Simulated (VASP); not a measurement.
An input for Quantum ESPRESSO's pw.x (written as the equivalent of a VASP run, and not itself run):

```
&CONTROL
  calculation = 'scf'
  pseudo_dir = './pseudo'
  outdir = './out'
  tprnfor = .true.
  tstress = .true.
/
&SYSTEM
  ibrav = 0
  nat = 5
  ntyp = 3
  ecutwfc = 80
  occupations = 'smearing'
  smearing = 'methfessel-paxton'
  degauss = 0.00735
  input_dft = 'pbe'
/
&ELECTRONS
  conv_thr = 7.3e-08
  electron_maxstep = 100
/
ATOMIC_SPECIES
  Sr 87.620 Sr.upf
  Ga 69.723 Ga.upf
  H 1.008 H.upf
CELL_PARAMETERS angstrom
     4.3773600    0.0000000    0.0000000
    -2.1886800    3.7909050    0.0000000
     0.0000000    0.0000000    4.7211000
ATOMIC_POSITIONS crystal
  Sr   0.0000000  0.0000000  0.0000000
  Ga   0.3333330  0.6666670  0.4632100
  Ga   0.6666670  0.3333330  0.5367900
  H    0.3333330  0.6666670  0.1078300
  H    0.6666670  0.3333330  0.8921700
K_POINTS automatic
  7 7 6 0 0 0
```

Question: Write the VASP files for the same calculation (PBE).

Answer: One answer among several that fit: 
File POSCAR:
```
Sr(GaH)2
1
    4.3773600000     0.0000000000     0.0000000000
   -2.1886800000     3.7909050000     0.0000000000
    0.0000000000     0.0000000000     4.7211000000
Sr Ga H
1 2 2
Direct
  0.0000000000   0.0000000000   0.0000000000
  0.3333330000   0.6666670000   0.4632100000
  0.6666670000   0.3333330000   0.5367900000
  0.3333330000   0.6666670000   0.1078300000
  0.6666670000   0.3333330000   0.8921700000
```

KPOINTS:
```
Regular mesh
0
gamma
 7 7 6
```

### INCAR
```
ALGO = Normal
EDIFF = 1E-6
ENCUT = 225
GGA = PE
ISIF = 2
ISMEAR = 1
LASPH = .True.
LCHARG = .False.
LMAXMIX = 4
LREAL = .False.
LWAVE = .False.
NELM = 100
PREC = Accurate
SIGMA = 0.1
SYSTEM = Sr(GaH)2
```

POTCAR, in this order: Sr_sv Ga_d H (PBE.64 set). Program: vasp_std.

The two are equivalent in intent, not identical: the potentials are each code's own (VASP's PAW set, PseudoDojo norm-conserving files in pw.x), so ENCUT and ecutwfc are chosen apart and not converted; conv_thr bounds pw.x's estimated SCF error, while EDIFF bounds the energy change between steps.

The structure comes from a computed database's Ga2SrH2 entry (P-3m1); how it stands against other phases isn't given here. The cell was not relaxed at this level. The run is one of a series of settings (ENCUT = 225 against the base run), some of them coarse on purpose.
